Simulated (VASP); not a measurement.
A convergence study with VASP on CdSe (zinc blende): one setting is varied, all else stays as given below, so the limit is that of these other settings. Each run relaxes cell and ions from the cell shown. The basis is that of the starting cell, so low cut-offs carry a Pulay error.

```
CdSe
1.0
    0.00000     3.02500     3.02500
    3.02500     0.00000     3.02500
    3.02500     3.02500     0.00000
Cd Se
1 1
Direct
  0.00000   0.00000   0.00000
  0.25000   0.25000   0.25000
```

The numbers are results of PBE GGA, VASP's PBE PAW potentials (set 64) (plane waves; VASP), not measurements. The tightest run used: 700 eV cut-off, 7×7×7 Γ-centred mesh, Gaussian smearing of 0.050 eV, potentials Cd Se.

Gaps are read on the run's mesh, which can miss a band edge.

### Question
The settings run are ENCUT = 200; ENCUT = 250; ENCUT = 300; ENCUT = 350; ENCUT = 400; ENCUT = 450; ENCUT = 500; ENCUT = 550; ENCUT = 600; ENCUT = 650; ENCUT = 700. From which on does the relaxed volume stay within 0.05 Å³/atom of the tightest run?

### Answer
From ENCUT = 500 on: it is off by 0.006 there and by no more than 0.05 in any finer run, while ENCUT = 450 is off by 0.126.
| setting | relaxed volume (Å³/atom) | E (eV/atom) | gap on the mesh (eV) | plane waves | difference judged (Å³/atom) |
|---|---|---|---|---|---|
| ENCUT = 200 | 23.297 | -2.9623 | 0.988 | 363 | 6.573 |
| ENCUT = 250 | 27.493 | -2.7100 | 0.657 | 531 | 2.377 |
| ENCUT = 300 | 29.729 | -2.7458 | 0.487 | 663 | 0.141 |
| ENCUT = 350 | 29.744 | -2.7430 | 0.487 | 869 | 0.126 |
| ENCUT = 400 | 29.616 | -2.7424 | 0.499 | 1014 | 0.254 |
| ENCUT = 450 | 29.745 | -2.7464 | 0.491 | 1243 | 0.126 |
| ENCUT = 500 | 29.864 | -2.7489 | 0.484 | 1420 | 0.006 |
| ENCUT = 550 | 29.889 | -2.7490 | 0.482 | 1639 | 0.019 |
| ENCUT = 600 | 29.870 | -2.7485 | 0.483 | 1868 | 0.000 |
| ENCUT = 650 | 29.861 | -2.7485 | 0.484 | 2102 | 0.009 |
| ENCUT = 700 | 29.870 | -2.7488 | 0.483 | 2341 | 0.000 |

Left out are rungs that failed or repeat a setting and relaxations that didn't move; long series are thinned to 24 rows.

The compound is CdSe in the zinc blende structure, whereas wurtzite is the usual form.
